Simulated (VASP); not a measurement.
These are PBEsol GGA, VASP's PBE PAW potentials (set 64) (plane waves; VASP) values and carry that method's errors.

VASP ran on this input.

**INCAR**
```
# general
SYSTEM  = HfAu
PREC    = Accurate
ENCUT   = 300
LREAL   = F
LASPH   = T

# electronic loop
EDIFF   = 1E-6
NELM    = 100
ALGO    = Normal
LMAXMIX = 6

# smearing
ISMEAR  = 0
SIGMA   = 0.1

# functional
GGA     = PS

# ions
ISIF    = 2

# output
LWAVE   = F
LCHARG  = F
```

**POSCAR**
```
HfAu
3.483860
  1.0000000000   0.0000000000   0.0000000000
  0.0000000000   1.0000000000   0.0000000000
  0.0000000000   0.0000000000   1.8142290448
Hf Au
2 2
Direct
  0.0000000000   0.5000000000   0.8515800000
  0.5000000000   0.0000000000   0.1484200000
  0.0000000000   0.5000000000   0.3714300000
  0.5000000000   0.0000000000   0.6285700000
```

**KPOINTS**
```
Automatic mesh
0
Gamma
8 8 4
0 0 0
```

POTCAR, in this order: Hf_pv Au (PBE.64 set). Program: vasp_std.

At this cut-off the stress carries a Pulay error, which pulls relaxed volumes low. Unless said otherwise, spin-orbit coupling is left out, though it shifts the bands of the heavy elements here.

Task: What does the run give for the energy per atom (σ→0), pressure, largest force, band gap (on the k-mesh)?

Result: 
The energy per atom (σ→0) is -7.795 eV/atom. The band gap (on the k-mesh) is none (metal, semimetal or under 0.01 eV) and the pressure is -3.85 GPa. The largest force is 0.073 eV/Å.

File OSZICAR:
```
...
DAV:   8    -0.311923326513E+02    0.22501E+00   -0.11157E+00  2402   0.682E+00    0.332E+00
DAV:   9    -0.311922435761E+02    0.89075E-04   -0.99144E-02  2998   0.151E+00    0.918E-01
DAV:  10    -0.311897681455E+02    0.24754E-02   -0.12976E-02  2407   0.723E-01    0.353E-01
DAV:  11    -0.311898962256E+02   -0.12808E-03   -0.84472E-04  2908   0.161E-01    0.376E-01
DAV:  12    -0.311897996262E+02    0.96599E-04   -0.33810E-04  2499   0.102E-01    0.758E-02
DAV:  13    -0.311898003577E+02   -0.73146E-06   -0.25253E-05  2787   0.265E-02    0.259E-02
DAV:  14    -0.311897997071E+02    0.65058E-06   -0.16876E-06  1936   0.777E-03
   1 F= -.31189800E+02 E0= -.31181856E+02  d E =-.158872E-01
```

The structure comes from a computed database's HfAu entry (P4/nmm); how it stands against other phases isn't given here. The cell was not relaxed at this level.
